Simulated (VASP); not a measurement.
Output of a VASP run:

### OUTCAR
```
 ion  position               nearest neighbor table
   1  0.000  0.000  0.000-   2 3.17   2 3.17   3 3.17   3 3.17   2 3.23   2 3.23   3 3.23   3 3.23
                             5 3.28   4 3.28   5 3.28   4 3.28   4 3.28   4 3.28   5 3.28   5 3.28
   2  0.619  0.619  0.000-   3 2.40   4 2.48   5 2.48   4 2.48   5 2.48   1 3.17   1 3.17   1 3.23
                             1 3.23
   3  0.381  0.381  0.000-   2 2.40   4 2.48   5 2.48   5 2.48   4 2.48   1 3.17   1 3.17   1 3.23
                             1 3.23
   4  0.750  0.250  0.500-   3 2.48   2 2.48   3 2.48   2 2.48   5 2.93   5 2.93   5 2.99   5 2.99
                             1 3.28   1 3.28   1 3.28   1 3.28
   5  0.250  0.750  0.500-   3 2.48   2 2.48   3 2.48   2 2.48   4 2.93   4 2.93   4 2.99   4 2.99
                             1 3.28   1 3.28   1 3.28   1 3.28
  LATTYP: Found a face centered orthorhombic cell.
 ALAT       =     5.8672753312
 B/A-ratio  =     1.0202020202
 C/A-ratio  =     1.7227599093
 Subroutine PRICEL returns:
 Original cell was already a primitive cell.
 Subroutine GETGRP returns: Found  8 space group operations
The static configuration has the point symmetry D_2h.
The dynamic configuration has the point symmetry D_2h.
 Subroutine INISYM returns: Found  8 space group operations
 Subroutine IBZKPT returns following result:
 Found    171 irreducible k-points:

 Following reciprocal coordinates:
            Coordinates               Weight
  0.000000  0.000000  0.000000      1.000000
  0.100000  0.000000  0.000000      8.000000
  0.200000  0.000000  0.000000      8.000000
  0.300000  0.000000 -0.000000      8.000000
  0.400000  0.000000 -0.000000      8.000000
  0.500000  0.000000  0.000000      4.000000
  0.100000  0.100000 -0.000000      4.000000
  0.200000  0.100000  0.000000      8.000000
  0.300000  0.100000  0.000000      8.000000
  0.400000  0.100000  0.000000      8.000000
  0.500000  0.100000  0.000000      8.000000
 -0.400000  0.100000  0.000000      8.000000
 -0.300000  0.100000  0.000000      8.000000
 -0.200000  0.100000  0.000000      8.000000
 -0.100000  0.100000  0.000000      2.000000
  0.200000  0.200000 -0.000000      4.000000
  0.300000  0.200000  0.000000      8.000000
  0.400000  0.200000 -0.000000      8.000000
  0.500000  0.200000  0.000000      8.000000
 -0.400000  0.200000  0.000000      8.000000
 -0.300000  0.200000 -0.000000      8.000000
 -0.200000  0.200000  0.000000      2.000000
  0.300000  0.300000  0.000000      4.000000
  0.400000  0.300000 -0.000000      8.000000
  0.500000  0.300000  0.000000      8.000000
 -0.400000  0.300000  0.000000      8.000000
 -0.300000  0.300000  0.000000      2.000000
  0.400000  0.400000 -0.000000      4.000000
  0.500000  0.400000 -0.000000      8.000000
 -0.400000  0.400000  0.000000      2.000000
  0.500000  0.500000  0.000000      1.000000
  0.000000  0.000000  0.100000      2.000000
  0.100000  0.000000  0.100000      8.000000
  0.200000  0.000000  0.100000      8.000000
  0.300000  0.000000  0.100000      8.000000
  0.400000  0.000000  0.100000      8.000000
  0.500000  0.000000  0.100000      8.000000
 -0.400000 -0.000000  0.100000      8.000000
 -0.300000  0.000000  0.100000      8.000000
 -0.200000  0.000000  0.100000      4.000000
   k-points           NKPTS =    171   k-points in BZ     NKDIM =    171   number of bands    NBANDS=     34
   number of dos      NEDOS =    301   number of ions     NIONS =      5
   total plane-waves  NPLWV =  74088
   dimension x,y,z NGX =    42 NGY =   42 NGZ =   42
   dimension x,y,z NGXF=    84 NGYF=   84 NGZF=   84
   ions per type =               1   2   2
   PREC   = accura    normal or accurate (medium, high low for compatibility)
   ISTART =      0    job   : 0-new  1-cont  2-samecut
   ICHARG =      2    charge: 1-file 2-atom 10-const
   ISPIN  =      1    spin polarized calculation?
   LNONCOLLINEAR =      F non collinear calculations
   LSORBIT =      F    spin-orbit coupling
   INIWAV =      1    electr: 0-lowe 1-rand  2-diag
   ENCUT  =  480.0 eV  35.28 Ry    5.94 a.u.  10.44 10.44 10.49*2*pi/ulx,y,z
...
```

File OSZICAR:
```
       N       E                     dE             d eps       ncg     rms          rms(c)
DAV:   1     0.506463594568E+03    0.50646E+03   -0.25535E+04 14004   0.344E+03
DAV:   2     0.466107114645E+02   -0.45985E+03   -0.44981E+03 11636   0.794E+02
DAV:   3    -0.279030854093E+02   -0.74514E+02   -0.72939E+02 12792   0.191E+02
DAV:   4    -0.321752731323E+02   -0.42722E+01   -0.42219E+01 14492   0.521E+01
DAV:   5    -0.322792549322E+02   -0.10398E+00   -0.10381E+00 14304   0.849E+00    0.260E+01
DAV:   6    -0.315213757798E+02    0.75788E+00   -0.97542E+00 12928   0.185E+01    0.141E+01
DAV:   7    -0.311572814870E+02    0.36409E+00   -0.33847E+00 13906   0.133E+01    0.859E+00
DAV:   8    -0.310733022631E+02    0.83979E-01   -0.34052E-01 13804   0.450E+00    0.177E+00
DAV:   9    -0.310644893016E+02    0.88130E-02   -0.91241E-02 15394   0.238E+00    0.448E-01
DAV:  10    -0.310630086384E+02    0.14807E-02   -0.14206E-02 12828   0.918E-01    0.146E-01
DAV:  11    -0.310630446795E+02   -0.36041E-04   -0.67996E-04 16490   0.237E-01    0.472E-02
DAV:  12    -0.310630478124E+02   -0.31329E-05   -0.81057E-05 15180   0.599E-02    0.378E-02
DAV:  13    -0.310630429811E+02    0.48313E-05   -0.25581E-05 13762   0.344E-02    0.564E-03
DAV:  14    -0.310630433623E+02   -0.38123E-06   -0.15654E-06 13204   0.697E-03    0.414E-03
DAV:  15    -0.310630432996E+02    0.62700E-07   -0.12793E-07  8130   0.290E-03
   1 F= -.31063043E+02 E0= -.31063506E+02  d E =0.138746E-02
```

OUTCAR:
```
------------------------ aborting loop because EDIFF is reached ----------------------------------------
  FORCE on cell =-STRESS in cart. coord.  units (eV):
  Direction    XX          YY          ZZ          XY          YZ          ZX
  --------------------------------------------------------------------------------------
  Total        0.3114624      0.3114624      0.2006966     -0.2645941      0.0000000      0.0000000
  in kB        5.6228418      5.6228418      3.6231820     -4.7767268      0.0000000      0.0000000
  external PRESSURE =       4.9562885 kB  Pullay stress =       0.0000000 kB
  volume of cell :       88.75
      direct lattice vectors                 reciprocal lattice vectors
    -2.074395087  2.074395087  5.053953359    -0.002386476  0.238647646  0.098932452
     2.074395087 -2.074395087  5.053953359     0.238647646 -0.002386476  0.098932452
     2.116302058  2.116302058 -5.053953359     0.236261170  0.236261170  0.000000000
 POSITION                                       TOTAL-FORCE (eV/Angst)
 -----------------------------------------------------------------------------------
      0.00000      0.00000      0.00000        -0.000000     -0.000000      0.000000
      0.00000      0.00000      6.25606         0.000000      0.000000      0.016029
      0.00000      0.00000      3.85185        -0.000000     -0.000000     -0.016029
      0.02095      2.09535      2.52698        -0.000000     -0.000000     -0.000000
      2.09535      0.02095      2.52698        -0.000000     -0.000000     -0.000000
 -----------------------------------------------------------------------------------
    total drift:                               -0.000000      0.000000      0.000000
  FREE ENERGIE OF THE ION-ELECTRON SYSTEM (eV)
  ---------------------------------------------------
  free  energy   TOTEN  =       -31.0630432996 eV

  energy  without entropy=      -31.0644307563  energy(sigma->0) =      -31.06350579
```
(Selected blocks of OUTCAR.)

**POSCAR**
```
Tb(GePd)2
1
   -2.0743950869     2.0743950869     5.0539533587
    2.0743950869    -2.0743950869     5.0539533587
    2.1163020584     2.1163020584    -5.0539533587
Tb Ge Pd
1 2 2
Direct
  1.0000000000   1.0000000000   1.0000000000
  0.6189273334   0.6189273334   0.0000000000
  0.3810726666   0.3810726666   1.0000000000
  0.7500000000   0.2500000000   0.5000000000
  0.2500000000   0.7500000000   0.5000000000
```

Question: Write an INCAR and KPOINTS that could have produced this output.

Answer: Several could match; the one computed here: the input of the run itself, PBEsol GGA, plane waves, VASP's PBE PAW potentials (set 64).

**INCAR**
```
# general
SYSTEM =Tb(GePd)2
PREC   =Accurate
ENCUT  =480   # plane-wave cut-off (eV)
LREAL  =.FALSE.
LASPH  =.TRUE.   # aspherical one-centre terms

# electronic loop
EDIFF  =1E-7   # SCF stop (eV)
NELM   =100
ALGO   =Normal
LMAXMIX=6   # l cut-off of mixed one-centre charges

# smearing
ISMEAR =1
SIGMA  =0.1

# functional
GGA    =PS   # PBEsol

# ions
ISIF   =2   # forces and stress, cell fixed

# output
LWAVE  =.FALSE.
LCHARG =.FALSE.
```

KPOINTS:
```
Automatic mesh
0
Gamma
10 10 10
0 0 0
```

POTCAR, in this order: Tb_3 Ge_d Pd (PBE.64 set). Program: vasp_std.

The 4f electrons are frozen in the core of the lanthanide potential, so 4f levels, which can set the real gap, and their magnetism are missing.

The structure comes from a computed database's Pd2TbGe2 entry (I4/mmm); how it stands against other phases isn't given here. This cell was strained or had an atom moved on purpose. The electron count is odd and the run is not spin-polarised, which forces a metal.
